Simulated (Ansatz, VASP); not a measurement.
SrAlO in VASP and in Ansatz

File INCAR:

```
  PREC = Accurate
  ENCUT = 600
  EDIFF = 1E-7
  ISMEAR = 0
  SIGMA = 0.1
  LREAL = False
  LASPH = True
  NELM = 100
  ALGO = Normal
  ISIF = 3
  LWAVE = False
  LCHARG = False
  GGA = PE
  IBRION = 2
  NSW = 90
  EDIFFG = -0.04
```

KPOINTS

```
regular mesh
0
Gamma
  6 6 4
```

File POSCAR:

```
SrAlO
1.0
    3.7363912199      0.0000000000      0.0000000000
    0.0000000000      3.7363912199      0.0000000000
    0.0000000000      0.0000000000      3.9930328241
Sr Al O
1 1 1
Direct
    0.0000000000      0.0000000000      0.0000000000
    0.5000000000      0.5000000000      0.5000000000
    0.5000000000      0.5000000000      0.0000000000
```

Input for Ansatz:

```yaml
crystal:
  lattice:
    - [3.7363912199, 0.0, 0.0]
    - [0.0, 3.7363912199, 0.0]
    - [0.0, 0.0, 3.9930328241]
  atoms:
    - { symbol: Sr, position: [0.0, 0.0, 0.0] }
    - { symbol: Al, position: [0.5, 0.5, 0.5] }
    - { symbol: O, position: [0.5, 0.5, 0.0] }
basis:
  ecutwfc: 420
kpoints:
  mp_grid: { grid: [6, 6, 4] }
hamiltonian:
  xc: pbe
scf:
  occupations: { method: gaussian, width: 0.1 }
  lower_state_search: "off"
output:
  forces: true
  stress: true
  eigenvalues: true
relax:
  adjacent_minimum: "off"
  f_tol: 0.04
  max_steps: 70
  cell: { stress_tol: 0.4 }
```

Alike in both runs: task relaxation of cell and atoms; functional PBE; k mesh 6 × 6 × 4; occupations gaussian, width 0.1 eV; no spin polarisation.

|  | VASP | Ansatz |
| --- | --- | --- |
| version | VASP 6.6.1 | Ansatz 0.2.0 |
| potentials or method | VASP PAW PBE potentials, release 64 (Sr_sv, Al, O) | scalar-relativistic, plane waves, PAW |
| plane-wave cutoff (eV) | 600 | 420 |
| valence electrons in the cell | 19 | 19 |

|  | VASP | Ansatz | Ansatz less VASP |
| --- | --- | --- | --- |
| gap on the k mesh at the Fermi level, each at its own relaxed structure (eV) | none | none | - |
| relaxed volume (Å³/atom) | 18.58 | 18.58 | 0.000 |
| relaxed cell length with the largest relative difference (Å) | 3.993 | 3.993 | 0.0000 |

A gap of «none» marks a metal or a gap that the smearing closes.

Caveats: the k mesh is coarse (spacing up to 0.39 Å⁻¹), so the values aren't converged; the relaxation stopped at its first step, so nothing moved; an odd number of electrons without spin polarisation forces a metal; a magnetic or distorted state may lie lower.
